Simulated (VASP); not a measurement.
Input:

```
Cd
1.0
    1.49000    -2.58076     0.00000
    1.49000     2.58076     0.00000
    0.00000     0.00000     5.62000
Cd
2
Direct
  0.33333   0.66667   0.25000
  0.66667   0.33333   0.75000
```

Computed with optB88-vdW, VASP's PBE PAW potentials (set 64) (plane waves; VASP 6.6.1). Settings: 520 eV cut-off, 13×13×6 Γ-centred mesh, first-order Methfessel-Paxton smearing of 0.10 eV, potentials Cd.

Energy and stress use the plane-wave basis of the starting cell.

Q: The ions, cell shape and volume are relaxed. Predict the relaxed structure.

A: 
```
Cd
1.0
    1.51925    -2.63141     0.00000
    1.51925     2.63141     0.00000
    0.00000     0.00000     5.66962
Cd
2
Direct
  0.33333   0.66667   0.25000
  0.66667   0.33333   0.75000
```
Space group P6_3/mmc (194), at a tolerance of 0.03 Å.

Q: How do energy and volume change from the first to the last step?

A: The energy (σ→0) changes by -8.8 meV/atom and the volume by +4.9 %, in 6 ionic steps.

The compound is Cd in the hcp structure. This run relaxes it. Symmetry was kept, so distortions that lower it aren't found.
